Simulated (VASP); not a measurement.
The cell holds one Cs (bcc) (211) slab, with vacuum along c, ions free to move until forces fall under 0.03 eV/Å, no reconstruction beyond this cell, dipole correction on.

```
CELL_PARAMETERS angstrom
      5.19987     0.00000     0.00000
      0.00000     8.49136     0.00000
      0.00000     0.00000    24.56964
ATOMIC_POSITIONS crystal
  Cs 0.49563 0.75000 0.35105
  Cs 0.83962 0.25000 0.44926
  Cs 0.16038 0.75000 0.55074
  Cs 0.50437 0.25000 0.64895
```

Calculation: PBEsol GGA, VASP's PBE PAW potentials (set 64) (plane waves; VASP 6.6.1). Numerical set-up: 400 eV cut-off, 6×4×1 Γ-centred mesh, first-order Methfessel-Paxton smearing of 0.10 eV, potentials Cs_sv.

Slab and bulk use different k-meshes, so the surface energy is good to a few per cent at best. Unless said otherwise, spin-orbit coupling is left out, though it shifts the bands of the heavy elements here.

surface energy: 0.09 J/m²
work function: 1.97 eV
band gap (on the k-mesh): none (metal, semimetal or under 0.01 eV)

The cell is a thin slab with vacuum, built from Cs (bcc): (211) face.
